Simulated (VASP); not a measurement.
# BAs (F-43m) in VASP: G0W0 quasiparticle levels with PBE

Aim: the G0W0 quasiparticle levels of BAs with PBE.

All numbers are computed with VASP 6.6.1; they aren't measurements. Logs are shortened: lines on timing, memory, paths and dates and some standing lists are left out, and cuts for length are marked.

### Step 1. The structure

It takes space group F-43m (No. 216, cubic). Conventional cell: a = 4.777 Å, b = 4.777 Å, c = 4.777 Å, α = 90.00°, β = 90.00°, γ = 90.00°. As (site symmetry -43m) has 4 B at 2.07 Å as nearest neighbours. Around B (site symmetry -43m) lie 4 As at 2.07 Å.

### Step 2. G0W0 quasiparticle levels, PBE

Input file POSCAR:

```
BAs
1.0
    0.0000000000      2.3885000000      2.3885000000
    2.3885000000      0.0000000000      2.3885000000
    2.3885000000      2.3885000000      0.0000000000
As B
1 1
Direct
    0.7500000000      0.7500000000      0.7500000000
    0.0000000000      0.0000000000      0.0000000000
```

Input file INCAR.step1:

```
PREC = Accurate
ENCUT = 450
EDIFF = 1E-8
ISMEAR = 0
SIGMA = 0.01
LREAL = False
LASPH = True
NELM = 100
ALGO = Normal
LWAVE = True
LCHARG = False
GGA = PE
```

Input file INCAR.step2:

```
PREC = Accurate
ENCUT = 450
EDIFF = 1E-8
ISMEAR = 0
SIGMA = 0.01
LREAL = False
LASPH = True
NELM = 1
ALGO = Exact
LWAVE = True
LCHARG = False
GGA = PE
NBANDS = 234
LOPTICS = True
ISTART = 1
```

Input file INCAR.step3:

```
PREC = Accurate
ENCUT = 450
EDIFF = 1E-8
ISMEAR = 0
SIGMA = 0.01
LREAL = False
LASPH = True
ALGO = EVGW0
LWAVE = False
LCHARG = False
GGA = PE
NELMGW = 1
NBANDS = 234
ENCUTGW = 240
NOMEGA = 50
PRECFOCK = Fast
ISTART = 1
NBANDSGW = 12
```

Input file KPOINTS:

```
Automatic mesh
0
Gamma
  6 6 6
```

Potentials or basis: VASP PAW PBE potentials, release 64 (As_GW, B_GW).

On the command line:

```console
$ cat potpaw_PBE.64/As_GW/POTCAR potpaw_PBE.64/B_GW/POTCAR > POTCAR
$ cp INCAR.step1 INCAR
$ mpirun -np 1 vasp_std > vasp.out
$ cp INCAR.step2 INCAR
$ mpirun -np 1 vasp_std > vasp.out
$ cp INCAR.step3 INCAR
$ mpirun -np 1 vasp_std > vasp.out
```

OUTCAR:

```text
PREC = Accurate
   ENCUT = 450
   EDIFF = 1E-8
   ISMEAR = 0
   LREAL = False
   LASPH = True
   GGA = PE
   NELMGW = 1
   ENCUTGW = 240
   PRECFOCK = Fast
   ISTART = 1

 ion  position               nearest neighbor table
   1  0.750  0.750  0.750-   2 2.07   2 2.07   2 2.07   2 2.07
   2  0.000  0.000  0.000-   1 2.07   1 2.07   1 2.07   1 2.07

  LATTYP: Found a face centered cubic cell.
 ALAT       =     4.7770000000

  Lattice vectors:

 A1 = (   0.0000000000,   2.3885000000,   2.3885000000)
 A2 = (   2.3885000000,   0.0000000000,   2.3885000000)
 A3 = (   2.3885000000,   2.3885000000,   0.0000000000)

Analysis of symmetry for initial positions (statically):
=====================================================================
 Subroutine PRICEL returns:
 Original cell was already a primitive cell.

 Routine SETGRP: Setting up the symmetry group for a
 face centered cubic supercell.

 Subroutine GETGRP returns: Found 24 space group operations
 (whereof 24 operations were pure point group operations)
 out of a pool of 48 trial point group operations.

The static configuration has the point symmetry T_d .

Analysis of symmetry for dynamics (positions and initial velocities):
=====================================================================
 Subroutine PRICEL returns:
 Original cell was already a primitive cell.

 Routine SETGRP: Setting up the symmetry group for a
 face centered cubic supercell.

 Subroutine GETGRP returns: Found 24 space group operations
 (whereof 24 operations were pure point group operations)
 out of a pool of 48 trial point group operations.

The dynamic configuration has the point symmetry T_d .

 Subroutine INISYM returns: Found 24 space group operations
 (whereof 24 operations are pure point group operations),
 and found     1 'primitive' translations

----------------------------------------------------------------------------------------

                                     Primitive cell

  volume of cell :      27.2525

  direct lattice vectors                    reciprocal lattice vectors
     0.000000000  2.388500000  2.388500000    -0.209336404  0.209336404  0.209336404
     2.388500000  0.000000000  2.388500000     0.209336404 -0.209336404  0.209336404
     2.388500000  2.388500000  0.000000000     0.209336404  0.209336404 -0.209336404

  length of vectors
     3.377849094  3.377849094  3.377849094     0.362581287  0.362581287  0.362581287

  position of ions in fractional coordinates (direct lattice)
     0.750000000  0.750000000  0.750000000
     0.000000000  0.000000000  0.000000000

  ion indices of the primitive-cell ions
   primitive index   ion index
                 1           1
                 2           2

----------------------------------------------------------------------------------------

 KPOINTS: Automatic mesh

Automatic generation of k-mesh.
 Grid dimensions read from file:
 generate k-points for:    6    6    6

 Generating k-lattice:

  Cartesian coordinates                     Fractional coordinates (reciprocal lattice)
    -0.034889401  0.034889401  0.034889401     0.166666667  0.000000000  0.000000000
     0.034889401 -0.034889401  0.034889401     0.000000000  0.166666667  0.000000000
     0.034889401  0.034889401 -0.034889401     0.000000000  0.000000000  0.166666667

  Length of vectors
     0.060430214  0.060430214  0.060430214

  Shift w.r.t. Gamma in fractional coordinates (k-lattice)
     0.000000000  0.000000000  0.000000000

 Subroutine IBZKPT returns following result:
 ===========================================

 Found     16 irreducible k-points:

 Following reciprocal coordinates:
            Coordinates               Weight
  0.000000  0.000000  0.000000      1.000000
  0.166667  0.000000  0.000000      8.000000
  0.333333  0.000000  0.000000      8.000000
  0.500000  0.000000  0.000000      4.000000
  0.166667  0.166667  0.000000      6.000000
  0.333333  0.166667  0.000000     24.000000
[... 8 lines left out ...]
 -0.333333  0.333333  0.166667     24.000000
 -0.333333  0.500000  0.166667     12.000000
   k-points           NKPTS =     16   k-points in BZ     NKDIM =    216   number of bands    NBANDS=    234
   number of dos      NEDOS =    301   number of ions     NIONS =      2
   total plane-waves  NPLWV =  13824
   dimension x,y,z NGX =    24 NGY =   24 NGZ =   24
   dimension x,y,z NGXF=    48 NGYF=   48 NGZF=   48
   ions per type =               1   1
   NGX,Y,Z   is equivalent  to a cutoff of  11.81, 11.81, 11.81 a.u.
   NGXF,Y,Z  is equivalent  to a cutoff of  23.62, 23.62, 23.62 a.u.
 SYSTEM =  unknown system
   PREC   = accura    normal or accurate (medium, high low for compatibility)
   ISTART =      1    job   : 0-new  1-cont  2-samecut
   ICHARG =      0    charge: 1-file 2-atom 10-const
   ISPIN  =      1    spin polarized calculation?
   LNONCOLLINEAR =      F non collinear calculations
   LSORBIT =      F    spin-orbit coupling
   LASPH  =      T    aspherical Exc in radial PAW
   ENCUT  =  450.0 eV  33.07 Ry    5.75 a.u.   5.84  5.84  5.84*2*pi/ulx,y,z
   NELM   =     60;   NELMIN=  2; NELMDL=  0     # of ELM steps
   EDIFF  = 0.1E-07   stopping-criterion for ELM
   LREAL  =      F    real-space projection
   EDIFFG = 0.1E-06   stopping-criterion for IOM
   NSW    =      0    number of steps for IOM
   IBRION =     -1    ionic relax: 0-MD 1-quasi-New 2-CG
   NFREE  =      0    steps in history (QN), initial steepest desc. (CG)
   ISIF   =      0    stress and relaxation
   ISYM   =      3    0-nonsym 1-usesym 2-fastsym
   POTIM  = 0.5000    time-step for ionic-motion
   TEBEG  =    0.0;   TEEND  =   0.0 temperature during run
   PSTRESS=    0.0 pullay stress
   NELECT =       8.0000    total number of electrons
   NUPDOWN=      -1.0000    fix difference up-down
   EMIN   =  10.00;   EMAX   =-10.00  energy-range for DOS
   EFERMI =   0.00;   METHOD = LEGACY
   ISMEAR =     0;   SIGMA  =   0.01  broadening in eV -4-tet -1-fermi 0-gaus
   EFERMI_NEDOS =   21; number of points for ismear=-14 and -15
   IALGO  =     38    algorithm
   IMIX   =      4    mixing-type and parameters
     AMIX     =   0.40;   BMIX     =  1.00
     AMIX_MAG =   1.60;   BMIX_MAG =  1.00
  volume/ion in A,a.u.               =      13.63        91.95
  Fermi-wavevector in a.u.,A,eV,Ry     =   1.088018  2.056057 16.106360  1.183784
  Thomas-Fermi vector in A             =   2.224191
   LORBIT       =      0    0 simple, 1 ext, 2 COOP (PROOUT), +10 PAW based schemes
   GGA     = PE    functional components
   LHFCALC =     T    Hartree Fock is set to
   PRECFOCK=fast      Normal, Fast or Accurate (Low or Medium for compatibility)
   ENCUT4O =  -1.0   cutoff for four orbital integrals eV
   NKREDX  =     1    reduce k-point grid by
   NKREDY  =     1    reduce k-point grid by
   NKREDZ  =     1    reduce k-point grid by
   AEXX    =    1.0000 exact exchange contribution
   HFSCREEN=    0.0000 screening length (either q_TF or 0.3 A-1)
   HFSCREENC=   0.0000 screening length for correlation (either q_TF or 0.3 A-1)
   ENCUTFOCK=  -1.0 apply spherical cutoff to Coloumb kernel
   IVDW    =     0    specifies the selected vdW correction
   LEPSILON=     F    determine dielectric tensor
   LRPA    =     F    only Hartree local field effects (RPA)
   LRPAFORCE           =     F    calculate RPA forces
   ENCUTGW             = 240.0    cutoff for response function in eV
   ENCUTGWSOFT         = 192.0    soft cutoff for Coulomb kernel in GW response function in eV
   ENCUTLF             =  -1.0    cutoff for local field effects
   NELMGW              =     1    number of iterations in solving QP/BSE equation
   NELMHF              =     1    number of iterations in the inner HF iteration
   NKREDLFX            =     1    NKREDLFY  =   1   NKREDLFZ  =   1
 non-spin polarized calculation
 Gauss-broadening in eV      SIGMA  =   0.01
  energy-cutoff  :      450.00
  volume of cell :       27.25
 maximum number of plane-waves:       609
  NGX = 14; NGY = 14; NGZ = 14
   NGX = 11   NGY = 11   NGZ = 11
 maximum number of plane-waves:       259

 QP shifts <psi_nk| G(iteration)W_0 |psi_nk>: iteration 1
 for sc-GW calculations column KS-energies equals QP-energies in previous step
 and V_xc(KS)=  KS-energies - (<T + V_ion + V_H > + <T+V_H+V_ion>^1  + <V_x>^1)

 k-point   1 :       0.0000    0.0000    0.0000
  band No.  KS-energies  QP-energies   sigma(KS)   V_xc(KS)     V^pw_x(r,r')   Z            occupation Imag(sigma)

      1      -9.2364     -10.0857     -12.8730     -11.6542     -19.6017       0.6968       2.0000       1.1381
      2       6.1698       5.5077     -13.4296     -12.5889     -13.9922       0.7875       2.0000      -0.0126
      3       6.1698       5.5077     -13.4296     -12.5889     -13.9922       0.7875       2.0000      -0.0126
      4       6.1698       5.5077     -13.4296     -12.5889     -13.9922       0.7875       2.0000      -0.0126
      5       9.4433       9.6422     -11.1323     -11.3859      -6.7558       0.7843       0.0000      -0.1216
      6       9.4433       9.6422     -11.1323     -11.3859      -6.7558       0.7843       0.0000      -0.1216
      7       9.4433       9.6422     -11.1323     -11.3859      -6.7558       0.7843       0.0000      -0.1216
      8      10.8302      11.2363     -12.0811     -12.6160      -6.6646       0.7592       0.0000      -0.1666
      9      15.7382      15.6829      -9.0132      -8.9421      -3.1114       0.7790       0.0000      -0.3004
     10      19.1184      19.0686     -10.4730     -10.4088      -4.3900       0.7775       0.0000      -0.3782
     11      19.1184      19.0686     -10.4730     -10.4088      -4.3900       0.7775       0.0000      -0.3782
     12      20.5328      20.3755      -9.2422      -9.0413      -2.5290       0.7834       0.0000      -0.6870

 k-point   2 :       0.1667    0.0000    0.0000
  band No.  KS-energies  QP-energies   sigma(KS)   V_xc(KS)     V^pw_x(r,r')   Z            occupation Imag(sigma)

      1      -8.7832      -9.6289     -12.8981     -11.6943     -19.4607       0.7026       2.0000       1.0820
      2       3.2095       2.4731     -13.0044     -12.0467     -14.5728       0.7689       2.0000       0.0057
      3       5.4877       4.8215     -13.2535     -12.4048     -14.0170       0.7849       2.0000      -0.0113
      4       5.4877       4.8215     -13.2535     -12.4048     -14.0170       0.7849       2.0000      -0.0113
      5       9.4604       9.6744     -11.3539     -11.6282      -6.7486       0.7801       0.0000      -0.1338
      6      10.3302      10.5381     -11.2761     -11.5435      -6.5980       0.7775       0.0000      -0.1302
      7      10.3302      10.5381     -11.2761     -11.5435      -6.5980       0.7775       0.0000      -0.1302
      8      12.8066      13.0920     -11.8514     -12.2324      -5.9988       0.7489       0.0000      -0.1975
      9      17.1583      17.1847      -9.3031      -9.3372      -3.1568       0.7760       0.0000      -0.3733
     10      17.4588      17.3836      -9.8486      -9.7525      -3.9651       0.7830       0.0000      -0.3394
     11      17.4588      17.3836      -9.8486      -9.7525      -3.9651       0.7830       0.0000      -0.3394
     12      19.8043      19.7038      -9.1177      -8.9880      -2.6537       0.7753       0.0000      -0.5246
[... 196 lines left out ...]
      1      -5.4066      -6.1331     -13.2472     -12.2480     -18.4719       0.7271       2.0000       0.6078
      2      -1.8820      -2.7478     -12.9798     -11.7800     -17.0076       0.7216       2.0000       0.2578
      3       0.7527      -0.0599     -12.4741     -11.3905     -15.0282       0.7499       2.0000       0.0589
      4       2.3040       1.5248     -12.6106     -11.5905     -14.4998       0.7639       2.0000       0.0149
      5      10.4963      10.6233     -10.7016     -10.8650      -5.7362       0.7774       0.0000      -0.1424
      6      11.4041      11.5292     -10.8051     -10.9668      -5.6554       0.7737       0.0000      -0.1581
      7      13.6146      13.9238     -11.2978     -11.7116      -5.1025       0.7471       0.0000      -0.2362
      8      15.0649      15.1725     -10.8681     -11.0105      -4.7245       0.7555       0.0000      -0.2918
      9      16.4155      16.4781     -10.9576     -11.0400      -4.6345       0.7595       0.0000      -0.3338
     10      20.6245      20.6568     -10.7855     -10.8280      -3.6919       0.7576       0.0000      -0.6229
     11      22.4364      22.6019     -11.0767     -11.2985      -3.5559       0.7465       0.0000      -0.8199
     12      23.3198      23.2968      -9.7833      -9.7533      -2.9491       0.7686       0.0000      -0.7289

 k-point  16 :      -0.3333    0.5000    0.1667
  band No.  KS-energies  QP-energies   sigma(KS)   V_xc(KS)     V^pw_x(r,r')   Z            occupation Imag(sigma)

      1      -4.9262      -5.6132     -13.2658     -12.3239     -18.2496       0.7295       2.0000       0.5325
      2      -2.0398      -2.9353     -13.2574     -12.0101     -17.4814       0.7180       2.0000       0.2916
      3       1.0140       0.2076     -12.3642     -11.2938     -14.7495       0.7534       2.0000       0.0435
      4       1.2093       0.4067     -12.3900     -11.3256     -14.6989       0.7540       2.0000       0.0391
      5       9.9402       9.9478     -10.5518     -10.5615      -5.7484       0.7815       0.0000      -0.1365
      6      10.1503      10.3120     -10.5779     -10.7845      -5.7123       0.7825       0.0000      -0.1439
      7      14.8113      14.9843     -11.2968     -11.5285      -4.9375       0.7466       0.0000      -0.2923
      8      15.0521      15.2849     -11.0669     -11.3752      -4.8188       0.7550       0.0000      -0.2918
      9      18.4757      18.6531     -11.5202     -11.7605      -4.1669       0.7382       0.0000      -0.5343
     10      21.8153      21.9873     -11.4583     -11.6862      -4.1521       0.7548       0.0000      -0.7755
     11      22.0006      21.9709     -10.5264     -10.4872      -3.3690       0.7584       0.0000      -0.6846
     12      24.9167      25.0704     -10.7665     -10.9700      -3.4523       0.7549       0.0000      -0.9446
```

It took 4.9 min on 1 thread of Intel Xeon 6975P-C (Granite Rapids), shared host; peak memory 0.87 GiB.

Results:

```
Band gap on the k mesh, mean-field level : 1.27 eV, indirect (least direct gap 3.27 eV)
Quasiparticle gap                        : 1.93 eV
Least direct quasiparticle gap           : 4.13 eV
```

Caveat: bands, screening cutoff and mesh are small and nothing is extrapolated, so the quasiparticle values aren't converged. A k mesh can miss the band edges.
